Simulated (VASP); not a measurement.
Input:

```
CELL_PARAMETERS angstrom
      1.74055    -3.01472     0.00000
      1.74055     3.01472     0.00000
      0.00000     0.00000     5.92361
ATOMIC_POSITIONS crystal
  Ti 0.00000 0.00000 0.00000
  Se 0.33333 0.66667 0.26049
  Se 0.66667 0.33333 0.73951
```

Method: PBEsol GGA, VASP's PBE PAW potentials (set 64) (plane waves; VASP). Settings: 520 eV cut-off, 11×11×6 Γ-centred mesh, tetrahedra with Blöchl corrections, potentials Ti_sv Se.

The cores are frozen, which limits the accuracy of field gradients. Without a dispersion term in the relaxation, distances and binding between the weakly bound layers, chains or molecules are unreliable, and so is what depends on them.

Question: Give the principal components of the electric field gradient (V/Å²) and the asymmetry η at each nucleus.

Answer: 
```json
[
 {"atom": "Ti1", "Vxx": "13.0", "Vyy": "13.0", "Vzz": "-26.0", "η": "0.00"},
 {"atom": "Se2", "Vxx": "11.4", "Vyy": "11.4", "Vzz": "-22.8", "η": "0.00"},
 {"atom": "Se3", "Vxx": "11.4", "Vyy": "11.4", "Vzz": "-22.8", "η": "0.00"}
]
```

The compound is TiSe2 in the 1T layered structure. It was relaxed first.
